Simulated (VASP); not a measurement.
Calculation: r2SCAN meta-GGA, VASP's PBE PAW potentials (set 64) (plane waves; VASP). For the first row: Settings: 520 eV cut-off, 9×9×5 Γ-centred mesh, tetrahedra with Blöchl corrections, potentials Si C.

| system | energy (eV/atom) |
|---|---|
| SiC (wurtzite) | -9.6594 |
| Si (diamond) | -8.7736 |
| C (graphite) | -9.9387 |

The references are the elements' solids at the same level; no temperature or zero-point terms are added.

Question: What is the formation energy per atom of SiC?

Answer: The references average (2×(-8.7736) + 2×(-9.9387))/4 = -9.3561 eV, so the formation energy is -9.6594 − (-9.3561) = -0.303 eV/atom.
